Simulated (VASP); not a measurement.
Here is the system:

```yaml
crystal:
  lattice:
    - [-2.33580, 2.33580, 2.33580]
    - [2.33580, -2.33580, 2.33580]
    - [2.33580, 2.33580, -2.33580]
  atoms:
    - { symbol: Eu, position: [0.00000, 0.00000, 0.00000] }
```

Level of theory: PBE GGA, VASP's PBE PAW potentials (set 64) (plane waves; VASP). Numerical set-up: 400 eV cut-off, 10×10×10 Γ-centred mesh, second-order Methfessel-Paxton smearing of 0.30 eV, potentials Eu_2.

The 4f electrons are frozen in the core of the lanthanide potential, so 4f levels, which can set the real gap, and their magnetism are missing.

Q: Give the stress tensor in GPa (positive for a compressed cell).

A: 
```
-1.48   0.00   0.00
 0.00  -1.48   0.00
 0.00   0.00  -1.48
```
The pressure is its mean diagonal, -1.48 GPa.

The compound is Eu in the bcc structure. The cell was not relaxed at this level. The run is one of a series of settings (ISMEAR = 2, SIGMA = 0.3 against the base run), some of them coarse on purpose.
